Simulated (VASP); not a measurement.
Consider the following.

```xyz
5
Lattice="6.0724 0.0000 0.0000 0.0000 6.0724 0.0000 0.0000 0.0000 6.0724" Properties=species:S:1:pos:R:3 pbc="T T T"
Cs     0.0000     0.0000     0.0000
Sn     3.0362     3.0362     3.0362
I      3.0362     0.0000     3.0362
I      0.0000     3.0362     3.0362
I      3.0362     3.0362     0.0000
```

Calculation: PBE GGA with D4 dispersion, VASP's PBE PAW potentials (set 64) (plane waves; VASP 6.6.1). Numerical set-up: 520 eV cut-off, 4×4×4 Γ-centred mesh, Gaussian smearing of 0.050 eV, potentials Cs_sv Sn_d I.

Give the stress tensor in GPa (positive for a compressed cell).

```
1.24  0.00  0.00
0.00  1.24  0.00
0.00  0.00  1.24
```
The pressure is its mean diagonal, 1.24 GPa.

The compound is CsSnI3 in the cubic perovskite structure, the ideal cubic form; the compound distorts at low or room temperature. This cell is one point of a volume scan, at 0.94 of the reference volume.
